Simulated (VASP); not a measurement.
The system is Sn2GeO3.

```
Sn Ge O
1.0
     4.01054   -0.06000    0.04328
    -0.16165   10.77015    0.07642
     0.05338    0.03499    4.93123
Sn Ge O
4 2 6
Direct
  0.01131 0.35064 0.22815
  0.04780 0.66701 0.20177
  0.50066 0.15583 0.75291
  0.52182 0.81174 0.78502
  0.01651 0.98619 0.27904
  0.55419 0.51999 0.71214
  0.99496 0.16928 0.53807
  0.99435 0.83931 0.50138
  0.00393 0.49210 0.56641
  0.46952 0.33947 0.44563
  0.49098 0.64634 0.46107
  0.56049 0.00434 0.42039
```

The cell was built by a generator and needn't be a form met in nature.

```yaml
Program: VASP 6.6.1
Task: relaxation of cell and atoms
Functional: PBE
Potentials_or_basis: VASP PAW PBE potentials, release 64 (Sn_d, Ge_d, O)
Cutoff: 520 eV
k_mesh: 4 × 2 × 4
Occupations: gaussian, width 0.05 eV
Spin: no spin polarisation
```

At the start: pressure -5.2 GPa; volume 17.74 Å³/atom.

Task: Where does the relaxation end?

Result: Over 44 steps the energy falls by 236.2 meV/atom and the volume is 17.96 Å³/atom (+1.3 %); space group P2_1/m (No. 11, to 0.05 Å).

Step by step:
```csv
step,energy change (eV),largest force (eV/Å),pressure (GPa),volume (Å³)
1,0.0000,2.6279,-5.19,212.92
3,-1.6880,1.8339,5.41,194.00
5,-2.5052,0.7623,2.03,200.35
7,-2.6424,0.6070,-1.33,206.23
9,-2.7110,0.2811,0.46,204.61
11,-2.7583,0.3064,-0.28,207.97
13,-2.7572,0.2622,0.35,207.62
15,-2.7785,0.2114,-0.44,210.76
17,-2.7898,0.1406,0.45,210.68
19,-2.7968,0.1653,0.15,215.69
21,-2.7999,0.1461,0.05,213.58
23,-2.8058,0.1618,-0.23,214.61
25,-2.8100,0.1338,0.29,214.00
27,-2.8190,0.0916,0.14,214.86
29,-2.8203,0.1049,0.16,215.17
31,-2.8205,0.1143,0.02,215.32
33,-2.8256,0.0851,-0.10,215.88
35,-2.8286,0.0616,0.09,215.66
37,-2.8289,0.0986,0.17,215.46
39,-2.8310,0.0684,0.05,215.71
41,-2.8329,0.0589,-0.04,215.81
43,-2.8338,0.0505,-0.03,215.74
44,-2.8346,0.0274,0.08,215.58
```

Final structure:
```cif
data_structure
_symmetry_space_group_name_H-M 'P 1'
_symmetry_Int_Tables_number 1
_cell_length_a 4.1758
_cell_length_b 10.3974
_cell_length_c 4.9655
_cell_angle_alpha 89.903
_cell_angle_beta 90.676
_cell_angle_gamma 90.045
_cell_volume 215.58
loop_
_atom_site_label
_atom_site_type_symbol
_atom_site_fract_x
_atom_site_fract_y
_atom_site_fract_z
_atom_site_occupancy
Sn1 Sn 0.02279 0.33032 0.25236 1
Sn2 Sn 0.01917 0.66722 0.25186 1
Sn3 Sn 0.50742 0.16672 0.72982 1
Sn4 Sn 0.50580 0.83004 0.72972 1
Ge1 Ge 0.95020 0.99871 0.29402 1
Ge2 Ge 0.57857 0.49839 0.68840 1
O1 O 0.01525 0.15853 0.51951 1
O2 O 0.01445 0.83831 0.51916 1
O3 O 0.99505 0.49863 0.51755 1
O4 O 0.51274 0.33823 0.46291 1
O5 O 0.51219 0.65864 0.46243 1
O6 O 0.53288 0.99850 0.46423 1
```
